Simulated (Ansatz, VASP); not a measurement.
# Sb2O3 (antimony oxide glass) in two plane-wave programs

Wanted: the spread between two codes on one cell, functional and k mesh. The structure shown is the start of the Ansatz relaxation below; VASP solves that cell, so the two are compared at the walk's first step. Other levels of theory on this material are compared in a session of their own.

Method: plane waves, with VASP 6.6.1 beside it; single point at PBE with D3(BJ), in Ansatz 0.2.0.

**1. Set-up**

The cell holds 50 atoms: 20 Sb and 30 O. Cell: a = 10.487 Å, b = 10.440 Å, c = 10.457 Å, α = 90.0°, β = 90.0°, γ = 90.0°. As first built, before any earlier steps moved the atoms (in the runner's words): 50 atoms (20 Sb, 30 O) placed at random at 5.05 g/cm^3 and pushed apart to contact distance.

**2. Ansatz: relaxation, PBE with D3(BJ)**

Ansatz runs on its default PAW (the set named soft_2) files.

The two programs are compared at the cell with which this relaxation starts, whose forces are those of its first step.

input.yaml

```yaml
crystal:
  lattice:
    - [10.48732, 0.0, 0.0]
    - [0.0, 10.43957, 0.0]
    - [0.0, 0.0, 10.45674]
  atoms:
    - { symbol: Sb, position: [0.53527, 0.83388, 0.22039] }
    - { symbol: Sb, position: [0.90567, 0.1383, 0.26675] }
    - { symbol: Sb, position: [0.59027, 0.26996, 0.36016] }
    - { symbol: Sb, position: [0.06499, 0.78485, 0.32558] }
    - { symbol: Sb, position: [0.42019, 0.60273, 0.51383] }
    - { symbol: Sb, position: [0.2323, 0.03363, 0.49139] }
    - { symbol: Sb, position: [0.38784, 0.27113, 0.75834] }
    - { symbol: Sb, position: [0.15486, 0.4748, 0.96413] }
    - { symbol: Sb, position: [0.72885, 0.51562, 0.57605] }
    - { symbol: Sb, position: [0.28893, 0.2117, 0.20012] }
    - { symbol: Sb, position: [0.4106, 0.93391, 0.76392] }
    - { symbol: Sb, position: [0.71959, 0.56696, 0.18814] }
    - { symbol: Sb, position: [0.12066, 0.4524, 0.43113] }
    - { symbol: Sb, position: [0.86029, 0.35459, 0.86521] }
    - { symbol: Sb, position: [0.67377, 0.08171, 0.01698] }
    - { symbol: Sb, position: [0.57268, 0.50407, 0.88681] }
    - { symbol: Sb, position: [0.18045, 0.71213, 0.72474] }
    - { symbol: Sb, position: [0.89025, 0.06952, 0.73196] }
    - { symbol: Sb, position: [0.02137, 0.98463, 0.01524] }
    - { symbol: Sb, position: [0.78142, 0.85318, 0.47485] }
    - { symbol: O, position: [0.19259, 0.84959, 0.45375] }
    - { symbol: O, position: [0.55333, 0.65478, 0.15816] }
    - { symbol: O, position: [0.5499, 0.32042, 0.84616] }
    - { symbol: O, position: [0.9288, 0.73357, 0.44995] }
    - { symbol: O, position: [0.0064, 0.11831, 0.8789] }
    - { symbol: O, position: [0.68078, 0.45617, 0.03715] }
    - { symbol: O, position: [0.68758, 0.69699, 0.56221] }
    - { symbol: O, position: [0.70321, 0.81057, 0.30569] }
    - { symbol: O, position: [0.85026, 0.03814, 0.09747] }
    - { symbol: O, position: [0.02048, 0.44882, 0.82874] }
    - { symbol: O, position: [0.17481, 0.31976, 0.30811] }
    - { symbol: O, position: [0.92311, 0.9851, 0.37146] }
    - { symbol: O, position: [0.14286, 0.60729, 0.32459] }
    - { symbol: O, position: [0.36365, 0.68631, 0.67552] }
    - { symbol: O, position: [0.74621, 0.49904, 0.78447] }
    - { symbol: O, position: [0.29672, 0.38331, 0.8826] }
    - { symbol: O, position: [0.6001, 0.91221, 0.05936] }
    - { symbol: O, position: [0.85409, 0.25443, 0.70143] }
    - { symbol: O, position: [0.39425, 0.99595, 0.58355] }
    - { symbol: O, position: [0.28202, 0.47206, 0.52853] }
    - { symbol: O, position: [0.22342, 0.8893, 0.77909] }
    - { symbol: O, position: [0.5421, 0.48279, 0.60486] }
    - { symbol: O, position: [0.08311, 0.09014, 0.15562] }
    - { symbol: O, position: [0.38477, 0.10414, 0.85029] }
    - { symbol: O, position: [0.20259, 0.64595, 0.90275] }
    - { symbol: O, position: [0.74989, 0.01736, 0.84639] }
    - { symbol: O, position: [0.45543, 0.30286, 0.23764] }
    - { symbol: O, position: [0.32513, 0.07575, 0.33126] }
    - { symbol: O, position: [0.69725, 0.15529, 0.2513] }
    - { symbol: O, position: [0.67303, 0.44661, 0.33146] }
kpoints:
  mp_grid: { grid: [1, 1, 1] }
hamiltonian:
  xc: pbe
  dispersion: d3bj
scf:
  occupations: { method: fermi_dirac, width: 0.05 }
output:
  forces: true
  stress: true
relax:
  f_tol: 0.04
  max_steps: 60
  cell: { stress_tol: 0.1, fix: [alpha, beta, gamma] }
```

On the command line:

```bash
ansatz run input.yaml --threads 8 --pin off --max-ram 15360MiB --backend cpu --events-out ev --progress --plain --runs-dir out
```

Numbers of over 12 decimals in the logs are rounded to 6 here.

The program printed:

```text
The last accepted step is kept in <dir> (removed where the run ends without a failure and the disk answers)
Engine: ansatz 0.2.0, x86_64-unknown-linux-gnu
Pseudopotentials: kind: paw
Pseudopotential: Sb, paw, valence charge 15, recommended cutoff 420 eV (normal), Sb.paw.azcp
Pseudopotential: O, paw, valence charge 6, recommended cutoff 420 eV (normal), O.paw.azcp
Functional definition: PBE
  parameter kappa = 0.804
  parameter beta = 0.066725
  exchange = pbe_x(kappa = kappa, mu = beta*pi^2/3)
  correlation = pbe_c(beta = beta)
Crystal: 50 atoms, lattice volume = 1144.836 Å³
Basis set: ecut = 420 eV, 22343 PW (Γ), exchange–correlation on 144×144×144 points (8 copies of the dense FFT grid, shifted against one another)
Bands: 290, of which v1, the nominal top of the filled ones, is band 240 counted from 1 (239 counted from 0)
Symmetry: 1 space group operations
Space group: P1 (ITA 1), of the structure as read, at distance tolerance 1.0e-4 Å
k-points: 1
Non-local potential: Sb, projectors of the file, l = 0: 2, l = 1: 2, l = 2: 2, l = 3: 2
Non-local potential: O, projectors of the file, l = 0: 2, l = 1: 2, l = 2: 1
PAW form: soft (Blöchl's): semilocal exchange-correlation on the pseudo side does not see the compensation charge
PAW one-centre angular grid: Sb, 590 points (default); XC on 64 Gauss nodes
PAW one-centre angular grid: O, 110 points (default); XC on 64 Gauss nodes
Initial density: superposition of atomic densities (neutral atoms: chi_scale 0, normalization atom), corrected by the library's trained network
Initial wavefunctions: pseudopotential atomic-orbital guess
Functional: x = pbe(κ = 0.804, μ = 0.219515), c = pbe(β = 0.066725)
SCF iter   1: F=—  HF=-146708.027498 eV  |F-HF|=—  |Δ(HF+E_count)|=         —  Δρ=2.93e-3  dr2=1.15e-1  ethr=1.77e-3  ⟨swp⟩=6.0  Hψ=1141  notcnv=0
preconditioner: auto → Resta (q_TF=auto, 2.360 Å⁻¹)  ε∞=3.7  [insulator: Δε(μ)=2.914 eV  Ē_g=11.252 eV  σ=0.050 eV  W_gap=1.00  n_scr=250 (ndim 8)  ℏωp=18.4 eV  f_vac=0.240  D(μ)=0.00/eV (n_scr^D=0)  ε∞_Penn≈3.7]
SCF iter   2: F=—  HF=-146708.020456 eV  |F-HF|=—  |Δ(HF+E_count)|=   7.04e-3  Δρ=1.70e-3  dr2=2.92e-2  ethr=2.41e-5  ⟨swp⟩=2.0  Hψ=574  notcnv=0  defer=21
SCF iter   3: F=—  HF=-146708.021258 eV  |F-HF|=—  |Δ(HF+E_count)|=   8.02e-4  Δρ=7.90e-4  dr2=1.06e-2  ethr=6.09e-6  ⟨swp⟩=2.0  Hψ=371  notcnv=0  defer=21
SCF iter   4: F=—  HF=-146708.022872 eV  |F-HF|=—  |Δ(HF+E_count)|=   1.61e-3  Δρ=3.02e-4  dr2=1.29e-3  ethr=2.20e-6  ⟨swp⟩=2.0  Hψ=352  notcnv=0  defer=21
SCF iter   5: F=—  HF=-146708.023078 eV  |F-HF|=—  |Δ(HF+E_count)|=   2.06e-4  Δρ=1.49e-4  dr2=3.42e-4  ethr=2.68e-7  ⟨swp⟩=2.0  Hψ=366  notcnv=0  defer=21
SCF iter   6: F=—  HF=-146708.023324 eV  |F-HF|=—  |Δ(HF+E_count)|=   2.47e-4  Δρ=1.15e-4  dr2=1.67e-4  ethr=7.12e-8  ⟨swp⟩=2.0  Hψ=383  notcnv=0  defer=21
SCF iter   7: F=—  HF=-146708.023326 eV  |F-HF|=—  |Δ(HF+E_count)|=   1.29e-6  Δρ=3.13e-5  dr2=1.43e-5  ethr=3.47e-8  ⟨swp⟩=2.0  Hψ=380  notcnv=0  defer=21
SCF iter   8: F=—  HF=-146708.024408 eV  |F-HF|=—  |Δ(HF+E_count)|=   1.08e-3  Δρ=3.16e-5  dr2=1.09e-5  ethr=2.99e-9  ⟨swp⟩=2.0  Hψ=429  notcnv=0  defer=45
SCF iter   9: F=—  HF=-146708.024408 eV  |F-HF|=—  |Δ(HF+E_count)|=   1.93e-7  Δρ=5.57e-6  dr2=4.76e-7  ethr=2.28e-9  ⟨swp⟩=2.0  Hψ=384  notcnv=0  defer=45
SCF iter  10: F=—  HF=-146708.024408 eV  |F-HF|=—  |Δ(HF+E_count)|=   5.46e-7  Δρ=4.45e-6  dr2=2.31e-7  ethr=9.93e-11  ⟨swp⟩=2.0  Hψ=385  notcnv=0  defer=45
SCF iter  11: F=-146708.024408 eV  HF=-146708.024408 eV  |F-HF|=3.86e-8  |Δ(HF+E_count)|=   3.06e-9  Δρ=2.82e-6  dr2=9.47e-8  ethr=2.08e-11  ⟨swp⟩=3.0  Hψ=890  notcnv=0
SCF 1 converged in 11 iterations: F = -146708.024408 eV  dr2 = 9.47e-8
  greatest PAW one-centre occupation: 0.997 electrons in one spin orbital (limit 2), on the Sb atom at site 8 (counted from 0), in its partial waves of l = 2
relax step   1: F+E_penalty+E_count = -146708.02440802 eV  Δ(F+E_penalty+E_count) = +0.000e0 eV  max|allowed force component| = 4.455e-2 eV/Å  Δτ_max = 0.0000 Å  P = -1.267 GPa  Ω = 1144.836 Å³  fix = [alpha, beta, gamma]  reactions: alpha -0.286, beta -0.103, gamma -0.306 GPa/rad  (11 SCF iters, dr2 threshold 1.00e-7 eV, accepted)
Crystal: 50 atoms, lattice volume = 1039.594 Å³
Basis set: ecut = 420 eV, 20271 PW (Γ), exchange–correlation on 144×144×144 points (8 copies of the dense FFT grid, shifted against one another)
Initial density: handed on by an earlier stage of this run
Initial wavefunctions: those handed on with the density
iter 1 solved again at ethr=1.36e-4 eV; its pass at ethr=3.10e-3 eV (dr2=6.51e-1 eV) is discarded
SCF iter   1: F=—  HF=-146708.683456 eV  |F-HF|=—  |Δ(HF+E_count)|=         —  Δρ=1.13e-2  dr2=6.77e-1  ethr=1.36e-4  ⟨swp⟩=9.0  Hψ=1393  notcnv=0
[...]
SCF converged after 7 iterations
Free energy (F): -146709.195194 eV
Harris-Foulkes:  -146709.195194 eV  (|F-HF|=2.91e-11)
Internal energy: -146709.195194 eV  (E = F + TS)
E sigma→0 (E₀):  -146709.195194 eV
Fermi energy:    7.847955 eV
--- Per-component energies (eV) ---
  E_band       = -4388.460431
  E_kinetic    = 9386.012453
  E_local      = -49704.517864  (includes V_loc(G=0)·N_el)
  E_nonlocal   = 8716.298562
  E_hartree    = 21466.758254
  E_xc         = -4975.254332
  E_vxc        = -4737.939797  (∫ρ·V_xc dr)
  E_paw        = -96263.374475  (= ΣΔE_a)
  E_vpaw       = -10981.900547  (= ΣTr[D̂ρ^β])
  E_aug_tail   = 0.072355  (compensation charges beyond the density's cutoff)
  E_ewald      = -35324.383725
  E_disp       = -10.806423  (pairwise vdW)
  E_smearing   = -0.000000  (= −TS)
  E_closure    = 0.000000  (closes the sum)
  Σ components = -146709.195194   (vs F -146709.195194, Δ=0.00e0)
--- Forces (eV/Å), atoms counted from 1 ---
  atom   1  Sb    -0.01350957     0.00531251    -0.00043401
  atom   2  Sb     0.02579660    -0.00042206    -0.01716630
  atom   3  Sb    -0.01817398     0.00099619     0.00114665
  atom   4  Sb     0.02188144    -0.01073504    -0.00807506
  atom   5  Sb    -0.00987175     0.01698015     0.01191553
  atom   6  Sb     0.01707423    -0.00797186    -0.01073372
  atom   7  Sb    -0.00077560    -0.00270594     0.01268362
  atom   8  Sb     0.01259099    -0.00087842     0.00417437
  atom   9  Sb     0.00842177     0.00677079     0.00195822
  atom  10  Sb     0.00483983    -0.00884754     0.01630731
  atom  11  Sb    -0.00251217     0.01162242     0.01198134
  atom  12  Sb     0.01550350     0.01785807     0.00309365
  atom  13  Sb     0.01164843    -0.00951545    -0.00009398
  atom  14  Sb     0.01373992    -0.02027681     0.00092220
  atom  15  Sb     0.01323638     0.00819386     0.01445861
  atom  16  Sb    -0.01238103     0.01459344    -0.01754365
  atom  17  Sb     0.00590477     0.00997584     0.00033579
  atom  18  Sb     0.00242529    -0.00564777    -0.00376323
  atom  19  Sb     0.00181291    -0.00372822    -0.00973303
  atom  20  Sb     0.00465313     0.01892202     0.01100802
  atom  21  O     -0.00756762    -0.00089714    -0.00321970
  atom  22  O      0.00099422    -0.00847608    -0.00126203
  atom  23  O     -0.00454211     0.01340758     0.00118221
  atom  24  O     -0.00578904    -0.00313879     0.00151471
[...]
atom  43  O     -0.00601895     0.00681617     0.00916885
  atom  44  O      0.00003535    -0.00725415    -0.01261384
  atom  45  O      0.00262997     0.00202108    -0.00611270
  atom  46  O     -0.00587636    -0.00227057    -0.00332499
  atom  47  O      0.01183237    -0.01265296    -0.01162236
  atom  48  O     -0.00367134     0.00338864     0.01350653
  atom  49  O     -0.00802691     0.00104202     0.00386509
  atom  50  O     -0.00203012    -0.00654986     0.00043576
  max |Σ_I F_I| component: 7.52e-6 eV/Å
--- Stress (GPa, compression-positive) ---
       -0.003845       0.261923       0.106918
        0.261923      -0.003119       0.668210
        0.106918       0.668210       0.033047
  P = ⅓ Tr σ = 0.0087 GPa (0.087 kbar)
--- Relaxed structure (31 steps of the walk, 28 accepted, 3 SCFs on fresh bases) ---
  F+E_penalty+E_count = -146709.19519380 eV   max|allowed force component| = 2.580e-2 eV/Å   (the final SCF, on the basis selected at the relaxed cell)
  cell:  # Å, volume = 909.1185 Å³
    - [9.170584, 0, 0]
    - [0, 9.579845, 0]
    - [0, 0, 10.348205]
  atoms:
    - { symbol: Sb, position: [0.445821, 0.820431, 0.190810] }
    - { symbol: Sb, position: [0.919312, 0.155691, 0.215702] }
    - { symbol: Sb, position: [0.648258, 0.286265, 0.405865] }
    - { symbol: Sb, position: [0.051691, 0.799795, 0.317188] }
    - { symbol: Sb, position: [0.396196, 0.574353, 0.482058] }
    - { symbol: Sb, position: [0.254710, 0.032364, 0.508702] }
    - { symbol: Sb, position: [0.354478, 0.253193, 0.800223] }
    - { symbol: Sb, position: [0.150674, 0.499953, 1.000990] }
    - { symbol: Sb, position: [0.761209, 0.576303, 0.591921] }
    - { symbol: Sb, position: [0.335882, 0.218029, 0.224934] }
    - { symbol: Sb, position: [0.457143, 0.884542, 0.754950] }
    - { symbol: Sb, position: [0.721816, 0.598115, 0.184356] }
    - { symbol: Sb, position: [0.067713, 0.425264, 0.432959] }
    - { symbol: Sb, position: [0.850790, 0.344617, 0.858332] }
    - { symbol: Sb, position: [0.646827, 0.074892, -0.00766611] }
    - { symbol: Sb, position: [0.553978, 0.526990, 0.898652] }
    - { symbol: Sb, position: [0.160988, 0.702980, 0.719772] }
    - { symbol: Sb, position: [0.896768, 0.058099, 0.704033] }
    - { symbol: Sb, position: [0.054870, 0.959193, -0.011416] }
    - { symbol: Sb, position: [0.723499, 0.903787, 0.455364] }
    - { symbol: O, position: [0.188163, 0.837708, 0.466880] }
    - { symbol: O, position: [0.504663, 0.623105, 0.154012] }
    - { symbol: O, position: [0.551898, 0.336537, 0.816038] }
    - { symbol: O, position: [0.880604, 0.756546, 0.429968] }
    - { symbol: O, position: [0.026723, 0.108774, 0.853232] }
    - { symbol: O, position: [0.694852, 0.461722, 0.035150] }
    - { symbol: O, position: [0.666305, 0.762280, 0.601221] }
    - { symbol: O, position: [0.609558, 0.804316, 0.318513] }
    - { symbol: O, position: [0.858882, 0.00868933, 0.075106] }
    - { symbol: O, position: [0.042711, 0.441622, 0.843709] }
    - { symbol: O, position: [0.156431, 0.281656, 0.316556] }
    - { symbol: O, position: [0.950068, 1.013067, 0.350620] }
    - { symbol: O, position: [0.119121, 0.589356, 0.328946] }
    - { symbol: O, position: [0.365046, 0.673850, 0.658462] }
    - { symbol: O, position: [0.754755, 0.533085, 0.791786] }
    - { symbol: O, position: [0.321143, 0.377451, 0.960242] }
    - { symbol: O, position: [0.571942, 0.888312, 0.047059] }
    - { symbol: O, position: [0.861396, 0.260578, 0.678492] }
    - { symbol: O, position: [0.450615, 0.985740, 0.585873] }
    - { symbol: O, position: [0.236317, 0.452348, 0.553728] }
    - { symbol: O, position: [0.230557, 0.897663, 0.752266] }
    - { symbol: O, position: [0.568770, 0.480002, 0.566019] }
    - { symbol: O, position: [0.138687, 0.082198, 0.116871] }
    - { symbol: O, position: [0.432721, 0.076011, 0.873934] }
    - { symbol: O, position: [0.225702, 0.661233, 0.904192] }
    - { symbol: O, position: [0.732080, 0.00405553, 0.820199] }
    - { symbol: O, position: [0.448389, 0.342036, 0.354722] }
    - { symbol: O, position: [0.359348, 0.050460, 0.338986] }
    - { symbol: O, position: [0.688731, 0.156270, 0.256715] }
    - { symbol: O, position: [0.739324, 0.461185, 0.326952] }
```

(Continued in part 2 of 2.)

[Lines on the potential files, build, host, timing and source positions are cut from VASP's logs without a mark.]

[Logs are printed without paths, hosts, clocks, repeated set-up lines and the standing remarks that a program may print on its own settings, such as how far it seeks lower states.]

[Hosts, paths, dates, database ids (printed as entryN), source tags and the programs' standing remarks are cut or masked in the printed files.]
